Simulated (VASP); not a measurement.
Consider the following.

```
TiO2
1.0
    4.55179     0.00000     0.00000
    0.00000     4.55179     0.00000
    0.00000     0.00000     2.92194
Ti O
2 4
Direct
  0.00000   0.00000   0.00000
  0.50000   0.50000   0.50000
  0.30395   0.30395   0.00000
  0.80395   0.19605   0.50000
  0.19605   0.80395   0.50000
  0.69605   0.69605   0.00000
```

Method: LDA (Ceperley-Alder, Perdew-Zunger), VASP's LDA PAW potentials (set 64) (plane waves; VASP). Settings: 620 eV cut-off, 5×5×8 Γ-centred mesh, Gaussian smearing of 0.050 eV, potentials Ti_sv O.

Q: Predict the energy per atom (σ→0), band gap (on the k-mesh) with the smallest direct gap where there is one.

A: 
```yaml
band gap (on the k-mesh): 1.82 eV
smallest direct gap (on the k-mesh): 1.82 eV
energy per atom (σ→0): -9.799 eV/atom
```

The compound is TiO2 in the rutile structure. It was relaxed first.
